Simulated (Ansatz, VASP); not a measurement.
# Cross-check of In4Ga12Sb13As3 (Ga0.78In0.22As0.20Sb0.80, zincblende) between VASP and Ansatz

One calculation is typed for both programs; each brings its own data sets. How far apart do they land? The cell is invented: As first built, before any earlier steps moved the atoms (in the runner's words): 1x2x2 conventional cells of the GaSb type (32 atoms: 12 Ga, 3 As, 4 In, 13 Sb); Ga/In and Sb/As share their sites, the best of 600 random draws by like-pair counts in two shells; start lattice by linear mixing of the end members' cells; atoms moved at random by 0.02 A. It may not be a known or stable phase. The structure shown is the start of the Ansatz relaxation below; VASP solves that cell, so the two are compared at the walk's first step.

Method: plane waves, with VASP 6.6.1 beside it; single point at PBEsol, in Ansatz 0.2.0.

## 1. Starting point

The cell holds 32 atoms: 12 Ga, 3 As, 4 In and 13 Sb. Its edges and angles: a = 6.105 Å, b = 12.211 Å, c = 12.211 Å, α = 90.0°, β = 90.0°, γ = 90.0°. It derives from GaSb (GaSb type, space group 216), repeated 1×2×2. As first built, before any earlier steps moved the atoms (in the runner's words): 1x2x2 conventional cells of the GaSb type (32 atoms: 12 Ga, 3 As, 4 In, 13 Sb); Ga/In and Sb/As share their sites, the best of 600 random draws by like-pair counts in two shells; start lattice by linear mixing of the end members' cells; atoms moved at random by 0.02 A.

## 2. Ansatz: relaxation, PBEsol

Ansatz runs on its default PAW (the set named soft_2) files.

The two programs are compared at the cell with which this relaxation starts, whose forces are those of its first step.

Contents of input.yaml:

```yaml
crystal:
  lattice:
    - [6.10536, 0.0, 0.0]
    - [0.0, 12.21071, 0.0]
    - [0.0, 0.0, 12.21071]
  atoms:
    - { symbol: Ga, position: [0.49733, 0.00219, 0.24696] }
    - { symbol: Ga, position: [0.4959, 0.25264, 0.99931] }
    - { symbol: Ga, position: [0.0011, 0.999, 0.49705] }
    - { symbol: Ga, position: [0.00305, 0.24902, 0.75162] }
    - { symbol: Ga, position: [0.49966, 0.25137, 0.50404] }
    - { symbol: Ga, position: [0.0009, 0.50063, 0.99772] }
    - { symbol: Ga, position: [0.00216, 0.74767, 0.24861] }
    - { symbol: Ga, position: [0.49791, 0.50009, 0.24789] }
    - { symbol: Ga, position: [0.00204, 0.49769, 0.50267] }
    - { symbol: Ga, position: [0.00058, 0.74977, 0.75008] }
    - { symbol: Ga, position: [0.4991, 0.50022, 0.74789] }
    - { symbol: Ga, position: [0.50086, 0.7519, 0.49564] }
    - { symbol: As, position: [0.24383, 0.37792, 0.12582] }
    - { symbol: As, position: [0.74661, 0.37351, 0.37364] }
    - { symbol: As, position: [0.74662, 0.6262, 0.6241] }
    - { symbol: In, position: [0.99627, 0.99745, 0.99975] }
    - { symbol: In, position: [0.00108, 0.25285, 0.24676] }
    - { symbol: In, position: [0.50042, 0.99741, 0.75206] }
    - { symbol: In, position: [0.49363, 0.75031, 0.00126] }
    - { symbol: Sb, position: [0.24873, 0.12365, 0.37554] }
    - { symbol: Sb, position: [0.75399, 0.12624, 0.12572] }
    - { symbol: Sb, position: [0.25668, 0.12538, 0.87545] }
    - { symbol: Sb, position: [0.24721, 0.37472, 0.62618] }
    - { symbol: Sb, position: [0.74741, 0.12456, 0.62564] }
    - { symbol: Sb, position: [0.74845, 0.37181, 0.87525] }
    - { symbol: Sb, position: [0.25283, 0.62456, 0.37565] }
    - { symbol: Sb, position: [0.24497, 0.87647, 0.12418] }
    - { symbol: Sb, position: [0.74994, 0.6235, 0.12765] }
    - { symbol: Sb, position: [0.75075, 0.8786, 0.3742] }
    - { symbol: Sb, position: [0.25142, 0.6257, 0.87217] }
    - { symbol: Sb, position: [0.24832, 0.8743, 0.62767] }
    - { symbol: Sb, position: [0.75105, 0.87358, 0.87564] }
kpoints:
  mp_grid: { grid: [3, 2, 2], shift: [0.0, 0.5, 0.5] }
hamiltonian:
  xc: pbesol
scf:
  occupations: { method: fermi_dirac, width: 0.01 }
output:
  forces: true
  stress: true
relax:
  f_tol: 0.02
  max_steps: 45
  cell: { stress_tol: 0.1 }
```

Started as:

```sh
$ ansatz run input.yaml --threads 4 --pin off --max-ram 15360MiB --backend cpu --events-out ev --progress --plain --runs-dir out
```

Numbers of over 12 decimals in the logs are rounded to 6 here.

Log:

```text
The last accepted step is kept in <dir> (removed where the run ends without a failure and the disk answers)
Engine: ansatz 0.2.0, aarch64-unknown-linux-gnu
Pseudopotentials: kind: paw
Pseudopotential: Ga, paw, valence charge 13, recommended cutoff 420 eV (normal), Ga.paw.azcp
Pseudopotential: As, paw, valence charge 15, recommended cutoff 420 eV (normal), As.paw.azcp
Pseudopotential: In, paw, valence charge 13, recommended cutoff 420 eV (normal), In.paw.azcp
Pseudopotential: Sb, paw, valence charge 15, recommended cutoff 420 eV (normal), Sb.paw.azcp
Functional definition: PBEsol
  exchange = pbesol_x
  correlation = pbesol_c
Crystal: 32 atoms, lattice volume = 910.318 Å³
Basis set: ecut = 420 eV, 17797 PW (Γ), exchange–correlation on 90×180×180 points (8 copies of the dense FFT grid, shifted against one another)
Bands: 269, of which v1, the nominal top of the filled ones, is band 224 counted from 1 (223 counted from 0)
Symmetry: 1 space group operations
Space group: P1 (ITA 1), of the structure as read, at distance tolerance 9.7e-5 Å
k-points: 6 of 12 (time reversal used)
Non-local potential: Ga, projectors of the file, l = 0: 2, l = 1: 2, l = 2: 3, l = 3: 1
Non-local potential: As, projectors of the file, l = 0: 2, l = 1: 2, l = 2: 3, l = 3: 1
Non-local potential: In, projectors of the file, l = 0: 2, l = 1: 2, l = 2: 2, l = 3: 2
Non-local potential: Sb, projectors of the file, l = 0: 2, l = 1: 2, l = 2: 2, l = 3: 2
PAW form: soft (Blöchl's): semilocal exchange-correlation on the pseudo side does not see the compensation charge
PAW frozen core: Ga, regenerated for the run's functional, and the local potential with it (the file was generated under x = pbe(κ = 0.804, μ = 0.219515), c = pbe(β = 0.066725))
PAW frozen core: As, regenerated for the run's functional, and the local potential with it (the file was generated under x = pbe(κ = 0.804, μ = 0.219515), c = pbe(β = 0.066725))
PAW frozen core: In, regenerated for the run's functional, and the local potential with it (the file was generated under x = pbe(κ = 0.804, μ = 0.219515), c = pbe(β = 0.066725))
PAW frozen core: Sb, regenerated for the run's functional, and the local potential with it (the file was generated under x = pbe(κ = 0.804, μ = 0.219515), c = pbe(β = 0.066725))
PAW one-centre angular grid: Ga, 590 points (default); XC on 64 Gauss nodes
PAW one-centre angular grid: As, 590 points (default); XC on 64 Gauss nodes
PAW one-centre angular grid: In, 590 points (default); XC on 64 Gauss nodes
PAW one-centre angular grid: Sb, 590 points (default); XC on 64 Gauss nodes
Initial density: superposition of atomic densities (neutral atoms: chi_scale 0, normalization atom), corrected by the library's trained network
Initial wavefunctions: pseudopotential atomic-orbital guess
Functional: x = pbesol(κ = 0.804, μ = 0.123457), c = pbesol(β = 0.046)
SCF iter   1: F=—  HF=-164766.201775 eV  |F-HF|=—  |Δ(HF+E_count)|=         —  Δρ=2.99e-3  dr2=1.24e-1  ethr=1.77e-3  ⟨swp⟩=6.2  Hψ=6085  notcnv=0  defer=22
preconditioner: auto → Resta (q_TF=auto, 2.424 Å⁻¹)  ε∞=3.3  [insulator: Δε(μ)=0.604 eV  Ē_g=13.635 eV  σ=0.010 eV  W_gap=1.00  n_scr=232 (ndim 8)  ℏωp=20.9 eV  f_vac=0.092  D(μ)=0.00/eV (n_scr^D=0)  ε∞_Penn≈3.3]
SCF iter   2: F=—  HF=-164766.141784 eV  |F-HF|=—  |Δ(HF+E_count)|=   6.00e-2  Δρ=1.58e-3  dr2=3.14e-2  ethr=2.78e-5  ⟨swp⟩=3.0  Hψ=2754  notcnv=0  defer=219
SCF iter   3: F=—  HF=-164766.138910 eV  |F-HF|=—  |Δ(HF+E_count)|=   2.87e-3  Δρ=5.19e-4  dr2=9.03e-3  ethr=7.01e-6  ⟨swp⟩=3.0  Hψ=2801  notcnv=0  defer=219
SCF iter   4: F=—  HF=-164766.138297 eV  |F-HF|=—  |Δ(HF+E_count)|=   6.13e-4  Δρ=2.46e-4  dr2=9.87e-4  ethr=2.01e-6  ⟨swp⟩=2.0  Hψ=2730  notcnv=0  defer=219
SCF iter   5: F=—  HF=-164766.138894 eV  |F-HF|=—  |Δ(HF+E_count)|=   5.97e-4  Δρ=1.31e-4  dr2=3.11e-4  ethr=2.20e-7  ⟨swp⟩=2.0  Hψ=2605  notcnv=0  defer=219
SCF iter   6: F=—  HF=-164766.138881 eV  |F-HF|=—  |Δ(HF+E_count)|=   1.31e-5  Δρ=4.37e-5  dr2=1.69e-5  ethr=6.94e-8  ⟨swp⟩=2.0  Hψ=2739  notcnv=0  defer=219
SCF iter   7: F=—  HF=-164766.139558 eV  |F-HF|=—  |Δ(HF+E_count)|=   6.77e-4  Δρ=3.35e-5  dr2=7.55e-6  ethr=3.78e-9  ⟨swp⟩=2.0  Hψ=2886  notcnv=0  defer=219
SCF iter   8: F=—  HF=-164766.139556 eV  |F-HF|=—  |Δ(HF+E_count)|=   2.03e-6  Δρ=1.07e-5  dr2=9.20e-7  ethr=1.68e-9  ⟨swp⟩=2.0  Hψ=2745  notcnv=0  defer=219
SCF iter   9: F=-164766.139557 eV  HF=-164766.139557 eV  |F-HF|=5.24e-8  |Δ(HF+E_count)|=   1.20e-7  Δρ=2.19e-6  dr2=6.56e-8  ethr=2.23e-11  ⟨swp⟩=3.0  Hψ=6092  notcnv=0
SCF 1 converged in 9 iterations: F = -164766.139557 eV  dr2 = 6.56e-8
  greatest PAW one-centre occupation: 0.999 electrons in one spin orbital (limit 2), on the As atom at site 14 (counted from 0), in its partial waves of l = 2
[...]
[... from here the SCF lines of each step are left out ...]
Crystal: 32 atoms, lattice volume = 923.433 Å³
relax step   3: F+E_penalty+E_count = -164768.17309455 eV  Δ(F+E_penalty+E_count) = -1.897e-1 eV  max|allowed force component| = 1.188e-1 eV/Å  Δτ_max = 0.1025 Å  P = -0.153 GPa  Ω = 923.433 Å³  energy of the carried Pulay correction = -2.729e-3 eV  (7 SCF iters, dr2 threshold 3.20e-6 eV, accepted)
[...]
relax step   4: F+E_penalty+E_count = -164768.18764726 eV  Δ(F+E_penalty+E_count) = -1.455e-2 eV  max|allowed force component| = 1.874e-2 eV/Å  Δτ_max = 0.0250 Å  P = -0.006 GPa  Ω = 920.735 Å³  energy of the carried Pulay correction = -2.171e-3 eV  (6 SCF iters, dr2 threshold 8.83e-7 eV, accepted)
[...]
relax step   5: F+E_penalty+E_count = -164768.18979344 eV  Δ(F+E_penalty+E_count) = -2.146e-3 eV  max|allowed force component| = 1.873e-2 eV/Å  Δτ_max = 0.0000 Å  P = -0.008 GPa  Ω = 920.735 Å³  stress off target by 2.87e-2 GPa  SCF on the basis re-selected at this cell (its energy is not comparable with the rows above)  (6 SCF iters)
basis re-selected at this cell: Δ(F+E_penalty+E_count) = -2.146e-3 eV, ΔP = -0.002 GPa vs the last step (what re-selecting the basis moved, of the pressure what is left beyond the Pulay correction that the steps carried, after the strain that the cell walked since its last selection, with what the two solves' SCF thresholds leave and, on support functions, any second-order correction that the steps lacked; it is no m [...]
SCF converged after 6 iterations
Free energy (F): -164768.189793 eV
Harris-Foulkes:  -164768.189793 eV  (|F-HF|=2.62e-10)
Internal energy: -164768.189793 eV  (E = F + TS)
E sigma→0 (E₀):  -164768.189793 eV
Fermi energy:    7.813642 eV
--- Per-component energies (eV) ---
  E_band       = -4391.142926
  E_kinetic    = 5374.198890
  E_local      = -60603.920450  (includes V_loc(G=0)·N_el)
  E_nonlocal   = 9317.316437
  E_hartree    = 28002.096429
  E_xc         = -3695.845098
  E_vxc        = -2586.343878  (∫ρ·V_xc dr)
  E_paw        = -103614.933525  (= ΣΔE_a)
  E_vpaw       = -11896.585797  (= ΣTr[D̂ρ^β])
  E_aug_tail   = -0.001306  (compensation charges beyond the density's cutoff)
  E_ewald      = -39565.613941
  E_core_change = 18.512771  (= ΣΔE_core)
  E_smearing   = -0.000000  (= −TS)
  E_closure    = 0.000000  (closes the sum)
  Σ components = -164768.189793   (vs F -164768.189793, Δ=0.00e0)
--- Forces (eV/Å), atoms counted from 1 ---
  atom   1  Ga    -0.00427495     0.00088612     0.00819019
  atom   2  Ga    -0.00140112     0.00400187     0.01032184
  atom   3  Ga    -0.00145482     0.00257881    -0.00292700
  atom   4  Ga    -0.00327353     0.01038153    -0.00663890
  atom   5  Ga     0.00633294     0.00935709    -0.00409083
  atom   6  Ga     0.00067612    -0.00351736     0.01872518
  atom   7  Ga    -0.00302180    -0.00518049     0.00591174
  atom   8  Ga    -0.00130911    -0.00012380     0.00403974
  atom   9  Ga     0.00813409    -0.00088566    -0.00748599
  atom  10  Ga    -0.00162769    -0.01231571    -0.01381043
  atom  11  Ga     0.00874177     0.00801988    -0.00822657
  atom  12  Ga     0.01068560    -0.00540483     0.00814843
  atom  13  As     0.00237641    -0.00527159    -0.00310098
  atom  14  As    -0.00992299    -0.01198632    -0.00493154
  atom  15  As    -0.00522246     0.00465785     0.00753898
  atom  16  In     0.01530262    -0.00411233    -0.00269227
  atom  17  In    -0.00310943     0.01068320     0.00671417
  atom  18  In    -0.00676267    -0.00039480     0.01095057
  atom  19  In    -0.01513843     0.00424229    -0.00187935
  atom  20  Sb    -0.00109062     0.00447699    -0.00146720
  atom  21  Sb    -0.00213202     0.00446447    -0.00497521
  atom  22  Sb    -0.00139064    -0.00650748     0.00024205
  atom  23  Sb    -0.00097552    -0.01794892     0.00359507
  atom  24  Sb     0.00529367    -0.00257869    -0.00254706
  atom  25  Sb     0.00014768    -0.00303741    -0.00329645
  atom  26  Sb    -0.00885421     0.00704643    -0.01077009
  atom  27  Sb     0.00736986     0.00089883    -0.00862286
  atom  28  Sb     0.01238263    -0.00453244    -0.00052877
  atom  29  Sb    -0.00335580     0.00224012     0.00135428
  atom  30  Sb    -0.00170231     0.00626248     0.00257406
  atom  31  Sb     0.00140816     0.00043435     0.00371459
  atom  32  Sb    -0.00283142     0.00316463    -0.00403045
  max |Σ_I F_I| component: 1.05e-6 eV/Å
--- Stress (GPa, compression-positive) ---
       -0.016806      -0.012360      -0.014543
       -0.012360      -0.002951       0.005184
       -0.014543       0.005184      -0.003034
  P = ⅓ Tr σ = -0.0076 GPa (-0.076 kbar)
--- Relaxed structure (4 steps of the walk, 4 accepted, 1 SCFs on fresh bases) ---
  F+E_penalty+E_count = -164768.18979344 eV   max|allowed force component| = 1.873e-2 eV/Å   (the final SCF, on the basis selected at the relaxed cell)
  cell:  # Å, volume = 920.7354 Å³
    - [6.130784, 0.000461715, -0.002692]
    - [0.00092343, 12.256873, -7.535209106255869e-5]
    - [-0.005384, -7.535209106255869e-5, 12.252909]
  atoms:
    - { symbol: Ga, position: [0.499848, -0.000914778, 0.256595] }
    - { symbol: Ga, position: [0.485957, 0.264765, 1.005267] }
    - { symbol: Ga, position: [0.00383378, 0.998894, 0.497993] }
    - { symbol: Ga, position: [0.00154669, 0.257338, 0.748072] }
    - { symbol: Ga, position: [0.511787, 0.260231, 0.494379] }
    - { symbol: Ga, position: [0.018710, 0.492822, 1.004240] }
    - { symbol: Ga, position: [0.00217259, 0.745490, 0.257053] }
    - { symbol: Ga, position: [0.498917, 0.490681, 0.252737] }
    - { symbol: Ga, position: [-0.028981, 0.500995, 0.499702] }
    - { symbol: Ga, position: [-0.014412, 0.734375, 0.736496] }
    - { symbol: Ga, position: [0.510861, 0.504068, 0.741567] }
    - { symbol: Ga, position: [0.508070, 0.739410, 0.503245] }
    - { symbol: As, position: [0.261708, 0.382828, 0.124855] }
    - { symbol: As, position: [0.736978, 0.383391, 0.378927] }
    - { symbol: As, position: [0.743203, 0.620302, 0.620526] }
    - { symbol: In, position: [0.995178, 1.003238, 1.001143] }
    - { symbol: In, position: [-0.000211528, 0.263915, 0.252385] }
    - { symbol: In, position: [0.496068, 1.003044, 0.744275] }
    - { symbol: In, position: [0.500469, 0.743081, 0.00159525] }
    - { symbol: Sb, position: [0.261663, 0.125774, 0.380598] }
    - { symbol: Sb, position: [0.720428, 0.131854, 0.127968] }
    - { symbol: Sb, position: [0.250154, 0.141154, 0.876275] }
    - { symbol: Sb, position: [0.248248, 0.380427, 0.619624] }
    - { symbol: Sb, position: [0.765049, 0.134564, 0.616378] }
    - { symbol: Sb, position: [0.750628, 0.379163, 0.876011] }
    - { symbol: Sb, position: [0.248610, 0.617302, 0.378264] }
    - { symbol: Sb, position: [0.248075, 0.873791, 0.137714] }
    - { symbol: Sb, position: [0.766556, 0.612746, 0.133489] }
    - { symbol: Sb, position: [0.749733, 0.871405, 0.378297] }
    - { symbol: Sb, position: [0.239393, 0.616140, 0.865566] }
    - { symbol: Sb, position: [0.238051, 0.863319, 0.618166] }
    - { symbol: Sb, position: [0.762507, 0.865315, 0.864409] }
```

(Part 1 of 2 ends here.)

[Lines on the potential files, build, host, timing and source positions are cut from VASP's logs without a mark.]

[Logs are printed without paths, hosts, clocks, repeated set-up lines and the standing remarks that a program may print on its own settings, such as how far it seeks lower states.]

[Hosts, paths, dates, database ids (printed as entryN), source tags and the programs' standing remarks are cut or masked in the printed files.]
